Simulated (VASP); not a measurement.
Energy against volume of CsI (CsCl type). Method: revPBE GGA, VASP's PBE PAW potentials (set 64) (plane waves; VASP). Settings: 520 eV cut-off, 6×6×6 Γ-centred mesh, Gaussian smearing of 0.050 eV, potentials Cs_sv I.

```
V (Å³/atom)  E (eV/atom)
-----------  -----------
54.516          -2.54510
56.202          -2.54657
57.888          -2.54579
59.574          -2.54313
```

**Question.** Fit these four points and predict the energy of the run at 52.830 Å³/atom.

**Answer.** A cubic in V^(−2/3), the third-order Birch-Murnaghan form, passes through the four points with V0 = 56.41 Å³/atom and B0 = 7 GPa, and gives -2.5409 eV/atom there. The run gave -2.5410 eV/atom, -0.0 meV/atom from the fit; all five points give B0 = 7 GPa.

The compound is CsI in the CsCl type structure. It was relaxed first, which changed the volume by +18 %.
